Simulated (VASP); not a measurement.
Data:

```
CELL_PARAMETERS angstrom
      0.00000     2.31705     2.31705
      2.31705     0.00000     2.31705
      2.31705     2.31705     0.00000
ATOMIC_POSITIONS crystal
  Na 0.00000 0.00000 0.00000
  F  0.50000 0.50000 0.50000
```

Level of theory: optB86b-vdW, VASP's PBE PAW potentials (set 64) (plane waves; VASP). Numerical set-up: 520 eV cut-off, 11×11×11 Γ-centred mesh, tetrahedra with Blöchl corrections, potentials Na_pv F.

Problem. Tabulate the total density of states (states/eV per cell) against energy (eV; zero at the valence-band maximum or, without a gap, the Fermi level).

Solution. 
```
E (eV)  DOS (states/eV)
------  ---------------
-9.93              0.00
-9.57              0.00
-9.21              0.00
-8.97              0.00
-8.61              0.00
-8.25              0.00
-7.89              0.00
-7.53              0.00
-7.29              0.00
-6.93              0.00
-6.57              0.00
-6.21              0.00
-5.85              0.00
-5.61              0.00
-5.25              0.00
-4.89              0.00
-4.53              0.00
-4.17              0.00
-3.93              0.00
-3.57              0.00
-3.21              0.00
-2.85              0.00
-2.49              0.00
-2.25              0.00
-1.89              0.00
-1.53              0.44
-1.17              6.72
-0.81              1.99
-0.57              3.61
-0.21              6.49
0.15               0.00
0.51               0.00
0.75               0.00
1.11               0.00
1.47               0.00
1.83               0.00
2.19               0.00
2.43               0.00
2.79               0.00
3.15               0.00
3.51               0.00
3.87               0.00
4.11               0.00
4.47               0.00
4.83               0.00
5.19               0.00
5.55               0.00
5.79               0.00
6.15               0.00
6.51               0.01
6.87               0.05
7.23               0.08
7.47               0.10
7.83               0.13
8.19               0.15
8.55               0.18
8.91               0.22
9.15               0.24
9.51               0.27
9.87               0.32
```
Within 2 eV below the valence-band maximum the largest weight inside VASP's projection spheres is F p.

The compound is NaF in the rock salt structure. It was relaxed first.
